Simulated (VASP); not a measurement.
OSZICAR of a VASP run on CdSe (zinc blende):

**OSZICAR**
```
       N       E                     dE             d eps       ncg     rms          rms(c)
DAV:   1     0.100347751592E+03    0.10035E+03   -0.83651E+03   762   0.119E+03
DAV:   2    -0.127791911344E+02   -0.11313E+03   -0.10736E+03   814   0.283E+02
DAV:   3    -0.178131337314E+02   -0.50339E+01   -0.50187E+01   899   0.644E+01
DAV:   4    -0.178372328627E+02   -0.24099E-01   -0.24097E-01   799   0.467E+00
DAV:   5    -0.178373581772E+02   -0.12531E-03   -0.12531E-03   904   0.292E-01    0.132E+01
DAV:   6    -0.305450438942E+01    0.14783E+02   -0.28957E+01   754   0.897E+01    0.922E+00
DAV:   7    -0.354054617330E+01   -0.48604E+00   -0.85722E-01   789   0.124E+01    0.517E+00
DAV:   8    -0.320163104281E+01    0.33892E+00   -0.15553E+00   759   0.174E+01    0.149E+00
DAV:   9    -0.357262079704E+01   -0.37099E+00   -0.97331E-01   754   0.108E+01    0.643E-01
DAV:  10    -0.345359453809E+01    0.11903E+00   -0.10749E-01   754   0.362E+00    0.328E-01
DAV:  11    -0.342223843211E+01    0.31356E-01   -0.92117E-02   754   0.320E+00    0.121E-01
DAV:  12    -0.342372025656E+01   -0.14818E-02   -0.21989E-03   854   0.517E-01    0.597E-02
DAV:  13    -0.342315298025E+01    0.56728E-03   -0.18228E-03   754   0.597E-01    0.302E-02
DAV:  14    -0.342404248759E+01   -0.88951E-03   -0.57422E-04   764   0.327E-01    0.170E-02
DAV:  15    -0.342409979568E+01   -0.57308E-04   -0.35071E-05   834   0.755E-02    0.819E-03
DAV:  16    -0.342412305084E+01   -0.23255E-04   -0.77475E-06   799   0.310E-02    0.507E-03
DAV:  17    -0.342412891687E+01   -0.58660E-05   -0.41282E-06   784   0.270E-02    0.168E-03
DAV:  18    -0.342412875233E+01    0.16454E-06   -0.32015E-07   789   0.924E-03    0.173E-03
DAV:  19    -0.342412923865E+01   -0.48632E-06   -0.61008E-08   467   0.385E-03    0.104E-03
DAV:  20    -0.342412950463E+01   -0.26598E-06   -0.47847E-08   417   0.347E-03    0.152E-04
DAV:  21    -0.342412957368E+01   -0.69054E-07   -0.35942E-09   407   0.641E-04
   1 F= -.34241296E+01 E0= -.34241296E+01  d E =0.000000E+00
       N       E                     dE             ncg
       N       E                     dE             ncg
       N       E                     dE             ncg
```

Q: Which electronic solver shows in the log?

A: It is blocked Davidson (ALGO = Normal, or the opening steps of other solvers). The INCAR had ALGO = Normal.

Q: Can the final energy be trusted as converged?

A: Self-consistency was reached. It stopped with EDIFF = 1E-7, NELM = 100 (MS2 meta-GGA, plane waves, VASP's PBE PAW potentials (set 64)).

The compound is CdSe in the zinc blende structure, whereas wurtzite is the usual form. It was relaxed first.
